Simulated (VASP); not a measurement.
Calculation: PBE GGA, VASP's PBE PAW potentials (set 64) (plane waves; VASP).

Input for VASP

**INCAR**
```
SYSTEM = CaF2
PREC = Accurate
ENCUT = 600
EDIFF = 1E-7
NELM = 100
ALGO = Normal
LREAL = .FALSE.
LASPH = .TRUE.
ISMEAR = 0
SIGMA = 0.05
GGA = PE
LWAVE = .FALSE.
LCHARG = .FALSE.
ISIF = 3
IBRION = 2
NSW = 40
EDIFFG = -0.01
PSTRESS = 10
```

File POSCAR:
```
CaF2
1
    0.0000000000     2.7584002356     2.7584002356
    2.7584002356     0.0000000000     2.7584002356
    2.7584002356     2.7584002356    -0.0000000000
Ca F
1 2
Direct
  0.0000000000   0.0000000000   1.0000000000
  0.2500000000   0.2500000000   0.2500000000
  0.7500000000   0.7500000000   0.7500000000
```

KPOINTS:
```
Automatic mesh
0
Gamma
8 8 8
0 0 0
```

POTCAR, in this order: Ca_sv F (PBE.64 set). Program: vasp_std.

Q: Predict the energy per atom (σ→0), volume per atom, band gap (on the k-mesh).

A: 
```json
{
  "energy per atom (σ→0)": "-5.781 eV/atom",
  "band gap (on the k-mesh)": "7.19 eV",
  "volume_per_atom": "13.79 Å^3/atom"
}
```

File OSZICAR:
```
...
DAV:   3    -0.173438987803E+02    0.39907E-02   -0.74852E-03  1312   0.109E+00    0.186E-01
DAV:   4    -0.173432971605E+02    0.60162E-03   -0.54949E-03  1456   0.602E-01    0.680E-02
DAV:   5    -0.173433138559E+02   -0.16695E-04   -0.91654E-05  1048   0.102E-01    0.602E-02
DAV:   6    -0.173434325544E+02   -0.11870E-03   -0.15603E-04  1552   0.103E-01    0.118E-02
DAV:   7    -0.173434333523E+02   -0.79796E-06   -0.66155E-06  1200   0.317E-02    0.309E-03
DAV:   8    -0.173434352689E+02   -0.19166E-05   -0.10239E-06  1320   0.108E-02    0.854E-04
DAV:   9    -0.173434353007E+02   -0.31763E-07   -0.42843E-08   552   0.203E-03
   2 F= -.17085228E+02 E0= -.17085228E+02  d E =-.219396E-02
```

The compound is CaF2 in the fluorite structure. This run relaxes it under an external pressure of 1 GPa. Symmetry was kept, so distortions that lower it aren't found.
